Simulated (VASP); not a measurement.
Method: G0W0 on PBE orbitals, VASP's PBE PAW potentials (set 64) (plane waves; VASP).

Input for VASP

### INCAR
```
# general
SYSTEM     =CdSe
PREC       =Normal
ENCUT      =500
LREAL      =.FALSE.
LASPH      =.TRUE.
NBANDS     =160

# electronic loop
ALGO       =EVGW0

# smearing
ISMEAR     =0
SIGMA      =0.01

# functional
GGA        =PE

# output
LWAVE      =.FALSE.
LCHARG     =.FALSE.

# other
NELMGW     =1
NOMEGA     =64
ENCUTGW    =200
NBANDSGW   =21
LSPECTRALGW=.TRUE.
```

### KPOINTS
```
Automatic mesh
0
Gamma
4 4 4
0 0 0
```

### POSCAR
```
CdSe
1
    0.0000000000     2.9841170000     2.9841170000
    2.9841170000     0.0000000000     2.9841170000
    2.9841170000     2.9841170000     0.0000000000
Cd Se
1 1
Direct
  0.0000000000   0.0000000000   0.0000000000
  0.2500000000   0.2500000000   0.2500000000
```

POTCAR, in this order: Cd_sv_GW Se_GW (PBE.64 set). Program: vasp_std. Read from the step before: WAVECAR, WAVEDER.

Output

OUTCAR:
```
 ion  position               nearest neighbor table
   1  0.000  0.000  0.000-   2 2.58   2 2.58   2 2.58   2 2.58
   2  0.250  0.250  0.250-   1 2.58   1 2.58   1 2.58   1 2.58
  LATTYP: Found a face centered cubic cell.
 ALAT       =     5.9682340000
 Subroutine PRICEL returns:
 Original cell was already a primitive cell.
 Subroutine GETGRP returns: Found 24 space group operations
The static configuration has the point symmetry T_d .
The dynamic configuration has the point symmetry T_d .
 Subroutine INISYM returns: Found 24 space group operations
 Subroutine IBZKPT returns following result:
 Found      8 irreducible k-points:

 Following reciprocal coordinates:
            Coordinates               Weight
  0.000000  0.000000  0.000000      1.000000
  0.250000  0.000000  0.000000      8.000000
  0.500000  0.000000  0.000000      4.000000
  0.250000  0.250000  0.000000      6.000000
  0.500000  0.250000  0.000000     24.000000
 -0.250000  0.250000  0.000000     12.000000
  0.500000  0.500000  0.000000      3.000000
 -0.250000  0.500000  0.250000      6.000000
 Subroutine IBZKPT_HF returns following result:
   k-points           NKPTS =      8   k-points in BZ     NKDIM =     64   number of bands    NBANDS=    160
   number of dos      NEDOS =    301   number of ions     NIONS =      2
   total plane-waves  NPLWV =  13824
   dimension x,y,z NGX =    24 NGY =   24 NGZ =   24
   dimension x,y,z NGXF=    48 NGYF=   48 NGZF=   48
   ions per type =               1   1
   PREC   = normal    normal or accurate (medium, high low for compatibility)
   ISTART =      1    job   : 0-new  1-cont  2-samecut
   ICHARG =      0    charge: 1-file 2-atom 10-const
   ISPIN  =      1    spin polarized calculation?
   LNONCOLLINEAR =      F non collinear calculations
   LSORBIT =      F    spin-orbit coupling
   INIWAV =      1    electr: 0-lowe 1-rand  2-diag
   ENCUT  =  500.0 eV  36.75 Ry    6.06 a.u.   7.69  7.69  7.69*2*pi/ulx,y,z
   NELM   =     60;   NELMIN=  2; NELMDL=  0     # of ELM steps
   EDIFF  = 0.1E-03   stopping-criterion for ELM
   LREAL  =      F    real-space projection
   NLSPLINE    = F    spline interpolate recip. space projectors
   LMAXMIX     =    2 max onsite mixed and CHGCAR
   VOSKOWN=      0    Vosko Wilk Nusair interpolation
   EDIFFG = 0.1E-02   stopping-criterion for IOM
   NSW    =      0    number of steps for IOM
   NBLOCK =      1;   KBLOCK =      1    inner block; outer block
   IBRION =     -1    ionic relax: 0-MD 1-quasi-New 2-CG
   NFREE  =      0    steps in history (QN), initial steepest desc. (CG)
   ISIF   =      0    stress and relaxation
   ISYM   =      3    0-nonsym 1-usesym 2-fastsym
   TEIN   =    0.0    initial temperature
   TEBEG  =    0.0;   TEEND  =   0.0 temperature during run
   SMASS  =  -3.00    Nose mass-parameter (am)
   PSTRESS=    0.0 pullay stress
   NELECT =      26.0000    total number of electrons
   EFERMI =   0.00;   METHOD = LEGACY
   ISMEAR =     0;   SIGMA  =   0.01  broadening in eV -4-tet -1-fermi 0-gaus
   IALGO  =     38    algorithm
   LDIAG  =      T    sub-space diagonalisation (order eigenvalues)
   IMIX   =      4    mixing-type and parameters
     AMIX     =   0.40;   BMIX     =  1.00
     AMIX_MAG =   1.60;   BMIX_MAG =  1.00
     AMIN     =   0.10
   GGA     = PE    functional components
   VOSKOWN =     0    Vosko Wilk Nusair interpolation
   LHFCALC =     T    Hartree Fock is set to
   NKREDX  =     1    reduce k-point grid by
   AEXX    =    1.0000 exact exchange contribution
   HFSCREEN=    0.0000 screening length (either q_TF or 0.3 A-1)
   HFRCUT  =    0.0000 spherical cutoff for potential kernel
   AGGAX   =    0.0000 GGA exchange part
   ALDAC   =    0.0000 LDA correlation
   AGGAC   =    0.0000 GGA correlation
...
```

OSZICAR:
```
energies w=
    0.000    0.000    1.094    0.000    2.185    0.000    3.272    0.000
    4.352    0.000    5.423    0.000    6.484    0.000    7.533    0.000
    8.570    0.000    9.594    0.000   10.604    0.000   11.600    0.000
   12.583    0.000   13.554    0.000   14.511    0.000   15.458    0.000
   16.395    0.000   17.323    0.000   18.243    0.000   19.157    0.000
   20.067    0.000   20.974    0.000   21.881    0.000   22.788    0.000
   23.699    0.000   24.615    0.000   25.539    0.000   26.472    0.000
   27.418    0.000   28.379    0.000   29.358    0.000   30.358    0.000
   31.383    0.000   32.437    0.000   33.524    0.000   34.648    0.000
   35.815    0.000   37.030    0.000   38.300    0.000   39.633    0.000
   41.036    0.000   42.521    0.000   44.097    0.000   45.779    0.000
   47.581    0.000   49.522    0.000   51.624    0.000   53.912    0.000
   56.417    0.000   59.178    0.000   62.242    0.000   65.668    0.000
   69.528    0.000   73.918    0.000   78.961    0.000   84.819    0.000
   91.712    0.000   99.944    0.000  109.948    0.000  122.362    0.000
  138.168    0.000  158.959    0.000  187.499    0.000  229.046    0.000
NQ=   1    0.0000    0.0000    0.0000,
 performed        298000 updates of chi_q(r,r)
NQ=   2    0.2500    0.0000    0.0000,
 performed        784000 updates of chi_q(r,r)
NQ=   3    0.5000    0.0000    0.0000,
 performed       1216000 updates of chi_q(r,r)
NQ=   4    0.2500    0.2500    0.0000,
 performed       1702000 updates of chi_q(r,r)
NQ=   5    0.5000    0.2500    0.0000,
 performed       2336000 updates of chi_q(r,r)
NQ=   6   -0.2500    0.2500    0.0000,
 performed       2916000 updates of chi_q(r,r)
NQ=   7    0.5000    0.5000    0.0000,
 performed       3308000 updates of chi_q(r,r)
NQ=   8   -0.2500    0.5000    0.2500,
 performed       3781000 updates of chi_q(r,r)
 resolving degeneracies of screened two electron integrals
```

File OUTCAR:
```


 k-point   1 :       0.0000    0.0000    0.0000
  band No.  KS-energies  QP-energies   sigma(KS)   V_xc(KS)     V^pw_x(r,r')   Z            occupation Imag(sigma)

      1     -98.9230    -103.1800     -38.4651     -32.0289     -55.4588       0.6614       2.0000       3.4714
      2     -59.9940     -63.1824     -35.5062     -31.0006     -48.9959       0.7076       2.0000       3.7228
      3     -59.9940     -63.1824     -35.5062     -31.0006     -48.9959       0.7076       2.0000       3.7228
      4     -59.9940     -63.1824     -35.5062     -31.0006     -48.9959       0.7076       2.0000       3.7228
      5     -10.0431     -11.0400     -13.9339     -12.5443     -19.9501       0.7174       2.0000       1.7869
      6      -5.2896      -6.8282     -26.1325     -24.0474     -31.7764       0.7379       2.0000       0.7352
      7      -5.2896      -6.8282     -26.1325     -24.0474     -31.7764       0.7379       2.0000       0.7352
      8      -5.2896      -6.8282     -26.1325     -24.0474     -31.7764       0.7379       2.0000       0.7352
      9      -4.8521      -6.4066     -27.3767     -25.2782     -33.0055       0.7408       2.0000       0.6492
     10      -4.8521      -6.4066     -27.3767     -25.2782     -33.0055       0.7408       2.0000       0.6492
     11       2.8804       2.0976     -15.2761     -14.2761     -16.9029       0.7829       2.0000       0.3157
     12       2.8804       2.0976     -15.2761     -14.2761     -16.9029       0.7829       2.0000       0.3157
     13       2.8804       2.0976     -15.2761     -14.2761     -16.9029       0.7829       2.0000       0.3157
     14       3.5800       3.8912     -10.1301     -10.5134      -6.6073       0.8118       0.0000      -0.2847
     15       8.7966       9.2117      -9.6911     -10.2061      -5.6082       0.8059       0.0000      -0.4159
     16       8.7966       9.2117      -9.6911     -10.2061      -5.6082       0.8059       0.0000      -0.4159
     17       8.7966       9.2117      -9.6911     -10.2061      -5.6082       0.8059       0.0000      -0.4159
     18      12.8823      13.2336      -8.5602      -8.9917      -3.5667       0.8143       0.0000      -0.6939
     19      14.0969      14.6270     -10.1010     -10.7601      -5.4716       0.8043       0.0000      -0.6354
     20      14.0969      14.6270     -10.1010     -10.7601      -5.4716       0.8043       0.0000      -0.6354
     21      15.0124      15.2284      -7.4165      -7.6809      -2.6138       0.8166       0.0000      -0.7799

 k-point   2 :       0.2500    0.0000    0.0000
  band No.  KS-energies  QP-energies   sigma(KS)   V_xc(KS)     V^pw_x(r,r')   Z            occupation Imag(sigma)

      1     -98.9228    -103.1996     -38.4648     -32.0289     -55.4587       0.6645       2.0000       3.4716
      2     -59.9939     -63.2220     -35.5064     -31.0003     -48.9950       0.7164       2.0000       3.7222
      3     -59.9939     -63.2220     -35.5064     -31.0003     -48.9950       0.7164       2.0000       3.7222
      4     -59.9939     -63.2220     -35.5064     -31.0003     -48.9950       0.7164       2.0000       3.7222
      5      -9.8305     -10.8171     -14.3201     -12.9447     -20.2809       0.7173       2.0000       1.7272
      6      -5.2255      -6.7658     -26.3069     -24.2221     -31.9538       0.7388       2.0000       0.7276
      7      -5.2255      -6.7658     -26.3069     -24.2221     -31.9538       0.7388       2.0000       0.7276
      8      -5.0598      -6.5934     -25.7872     -23.7286     -31.3321       0.7450       2.0000       0.7352
      9      -4.8501      -6.4085     -27.3756     -25.2786     -33.0098       0.7432       2.0000       0.6514
     10      -4.8501      -6.4085     -27.3756     -25.2786     -33.0098       0.7432       2.0000       0.6514
     11       0.0576      -0.8728     -14.1491     -12.9526     -16.2017       0.7777       2.0000       0.4524
     12       2.4308       1.6067     -14.8203     -13.7643     -16.5104       0.7804       2.0000       0.3347
     13       2.4308       1.6067     -14.8203     -13.7643     -16.5104       0.7804       2.0000       0.3347
     14       5.2617       5.6181     -10.3327     -10.7744      -6.6605       0.8070       0.0000      -0.3189
     15       8.9102       9.2647      -9.7328     -10.1747      -5.5840       0.8024       0.0000      -0.4521
     16       9.3485       9.7835      -9.7943     -10.3353      -5.6110       0.8041       0.0000      -0.4465
     17       9.3485       9.7835      -9.7943     -10.3353      -5.6110       0.8041       0.0000      -0.4465
     18      13.0045      13.3859      -9.2097      -9.6817      -4.7218       0.8079       0.0000      -0.5975
     19      13.0045      13.3859      -9.2097      -9.6817      -4.7218       0.8079       0.0000      -0.5975
     20      13.0590      13.2108      -7.4212      -7.6074      -2.7435       0.8148       0.0000      -0.6643
     21      16.6037      17.0860      -8.9151      -9.5054      -3.7007       0.8170       0.0000      -0.9154

 k-point   3 :       0.5000    0.0000    0.0000
  band No.  KS-energies  QP-energies   sigma(KS)   V_xc(KS)     V^pw_x(r,r')   Z            occupation Imag(sigma)

      1     -98.9227    -103.1997     -38.4645     -32.0288     -55.4586       0.6646       2.0000       3.4718
      2     -59.9939     -63.1903     -35.5066     -31.0001     -48.9943       0.7093       2.0000       3.7218
      3     -59.9939     -63.1903     -35.5066     -31.0001     -48.9943       0.7093       2.0000       3.7218
      4     -59.9939     -63.1903     -35.5066     -31.0001     -48.9943       0.7093       2.0000       3.7218
      5      -9.6139     -10.5968     -14.8428     -13.4772     -20.7559       0.7198       2.0000       1.6587
      6      -5.1802      -6.7218     -26.4200     -24.3339     -32.0625       0.7390       2.0000       0.7193
      7      -5.1802      -6.7218     -26.4200     -24.3339     -32.0625       0.7390       2.0000       0.7193
      8      -4.8240      -6.3805     -27.4752     -25.3816     -33.1257       0.7434       2.0000       0.6538
      9      -4.8240      -6.3805     -27.4752     -25.3816     -33.1257       0.7434       2.0000       0.6538
     10      -4.5093      -6.0042     -26.8698     -24.8608     -32.4254       0.7441       2.0000       0.6878
     11      -1.8629      -2.9810     -12.3789     -10.9299     -14.9717       0.7717       2.0000       0.6677
     12       2.0452       1.1819     -14.4347     -13.3272     -16.2012       0.7795       2.0000       0.3557
     13       2.0452       1.1819     -14.4347     -13.3272     -16.2012       0.7795       2.0000       0.3557
     14       5.3211       5.6980     -10.2072     -10.6722      -6.4659       0.8107       0.0000      -0.3232
     15       9.3196       9.7093      -9.6261     -10.1095      -5.5331       0.8063       0.0000      -0.4406
     16       9.3196       9.7093      -9.6261     -10.1095      -5.5331       0.8063       0.0000      -0.4406
     17      10.4240      10.6824      -8.8576      -9.1806      -4.3487       0.8001       0.0000      -0.5921
     18      13.0564      13.3481      -8.1728      -8.5331      -3.2969       0.8097       0.0000      -0.6985
     19      15.1166      15.6676      -9.5001     -10.1826      -4.4774       0.8074       0.0000      -0.7665
     20      15.1166      15.6676      -9.5001     -10.1826      -4.4774       0.8074       0.0000      -0.7665
     21      16.2893      17.0064      -9.6663     -10.5424      -4.4517       0.8184       0.0000      -0.9099

 k-point   4 :       0.2500    0.2500    0.0000
  band No.  KS-energies  QP-energies   sigma(KS)   V_xc(KS)     V^pw_x(r,r')   Z            occupation Imag(sigma)

      1     -98.9229    -103.1887     -38.4647     -32.0289     -55.4587       0.6628       2.0000       3.4717
      2     -59.9940     -63.1880     -35.5064     -31.0003     -48.9948       0.7088       2.0000       3.7221
      3     -59.9940     -63.1880     -35.5064     -31.0003     -48.9948       0.7088       2.0000       3.7221
      4     -59.9940     -63.1880     -35.5064     -31.0003     -48.9948       0.7088       2.0000       3.7221
      5      -9.7610     -10.7465     -14.4571     -13.0855     -20.4005       0.7185       2.0000       1.7082
      6      -5.1479      -6.6903     -26.5358     -24.4526     -32.1921       0.7404       2.0000       0.7199
      7      -5.1479      -6.6903     -26.5358     -24.4526     -32.1921       0.7404       2.0000       0.7199
      8      -5.1240      -6.6576     -25.4981     -23.4341     -31.0136       0.7430       2.0000       0.7383
      9      -4.8638      -6.4111     -27.0562     -24.9718     -32.6635       0.7423       2.0000       0.6649
     10      -4.8177      -6.3762     -27.4739     -25.3780     -33.1155       0.7436       2.0000       0.6490
     11       0.2105      -0.6751     -14.7582     -13.6209     -16.7578       0.7787       2.0000       0.4337
     12       1.7285       0.8429     -14.1559     -13.0181     -15.9602       0.7784       2.0000       0.3688
     13       1.7285       0.8429     -14.1559     -13.0181     -15.9602       0.7784       2.0000       0.3688
     14       6.2844       6.6012     -10.2020     -10.5961      -6.5005       0.8038       0.0000      -0.3508
     15       7.0560       7.4109      -9.8932     -10.3320      -6.0214       0.8088       0.0000      -0.3649
     16      10.6317      11.1268     -10.0606     -10.6790      -5.5863       0.8007       0.0000      -0.5314
     17      10.6317      11.1268     -10.0606     -10.6790      -5.5863       0.8007       0.0000      -0.5314
     18      10.7550      10.9800      -8.6626      -8.9398      -4.5021       0.8117       0.0000      -0.5035
     19      14.5308      15.0663      -9.6924     -10.3575      -4.9319       0.8050       0.0000      -0.6631
     20      16.4717      16.9812      -8.9762      -9.5990      -3.7580       0.8181       0.0000      -0.8988
     21      17.1178      17.4258      -7.7407      -8.1155      -2.7732       0.8216       0.0000      -0.8987

 k-point   5 :       0.5000    0.2500    0.0000
  band No.  KS-energies  QP-energies   sigma(KS)   V_xc(KS)     V^pw_x(r,r')   Z            occupation Imag(sigma)

      1     -98.9227    -103.2247     -38.4644     -32.0288     -55.4586       0.6685       2.0000       3.4718
      2     -59.9939     -63.2164     -35.5067     -31.0000     -48.9939       0.7151       2.0000       3.7216
      3     -59.9939     -63.2164     -35.5067     -31.0000     -48.9939       0.7151       2.0000       3.7216
      4     -59.9939     -63.2164     -35.5067     -31.0000     -48.9939       0.7151       2.0000       3.7216
      5      -9.5482     -10.5338     -14.9952     -13.6320     -20.8957       0.7230       2.0000       1.6406
...
```
(Selected blocks of OUTCAR.)

The mesh is coarse and the basis finite, so the quasiparticle values are not converged. VASP warned that its frequency grid is unfit for quasiparticle energies.

The compound is CdSe in the zinc blende structure, whereas wurtzite is the usual form. This cell is one point of a volume scan, at 0.96 of the reference volume. The k-mesh is coarse (spacing up to 0.46 per Å, 2π included), so the numbers may not be converged in it.
